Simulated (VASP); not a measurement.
Here is the system:

```yaml
crystal:
  lattice:
    - [0.00057, 4.00465, 3.99829]
    - [4.00465, 0.00057, 3.99829]
    - [2.00261, 2.00261, 0.00000]
  atoms:
    - { symbol: Pt, position: [0.00000, 0.00000, 0.00000] }
    - { symbol: Ag, position: [0.00000, 0.50000, 0.00000] }
    - { symbol: Ag, position: [0.50000, 0.00000, 0.00000] }
    - { symbol: Ag, position: [0.50000, 0.50000, 0.00000] }
```

All values below come from PBEsol GGA, VASP's PBE PAW potentials (set 64) (plane waves; VASP 6.6.1). Settings: 400 eV cut-off, Gaussian smearing of 0.050 eV, potentials Pt Ag.

Give the energies of bands 11 to 24 at the high-symmetry points, in eV from the Fermi level.

```csv
band,Γ,Y,C0,Z,A0,T,S,R
11,-4.32,-4.04,-4.09,-4.55,-3.20,-2.75,-4.23,-4.20
12,-4.05,-3.79,-4.05,-4.03,-3.12,-2.72,-4.04,-3.87
13,-3.36,-3.78,-3.89,-3.71,-2.97,-2.67,-3.86,-3.83
14,-2.87,-3.77,-3.85,-3.59,-2.83,-2.61,-3.68,-2.92
15,-2.74,-3.76,-3.61,-3.57,-2.72,-2.46,-3.48,-2.89
16,-2.64,-3.68,-3.58,-2.75,-2.08,-1.49,-3.48,-2.70
17,-2.63,-3.58,-3.50,-2.46,-1.54,-1.38,-3.43,-2.66
18,-1.27,-3.18,-3.12,-2.40,-1.41,-0.95,-3.02,-1.91
19,-1.10,-2.79,-2.67,-2.02,-1.21,-0.56,-2.68,-1.84
20,-0.50,-2.27,-1.87,-1.16,-0.55,-0.35,-1.91,-0.32
21,-0.36,-1.18,-1.23,-0.20,1.04,-0.26,-1.08,1.33
22,-0.36,-0.90,-1.02,1.65,1.06,0.02,-0.47,1.51
23,-0.23,-0.19,-0.89,6.62,1.45,1.83,1.44,2.02
24,1.86,0.98,2.95,6.64,1.74,1.83,2.19,2.61
```

It has no gap at this level: it comes out as a metal or semimetal.

The structure was generated: Ag3Pt was put into an ordered model structure (Cmmm), which need not be its known phase. It was relaxed first. The electron count is odd and the run is not spin-polarised, which forces a metal.
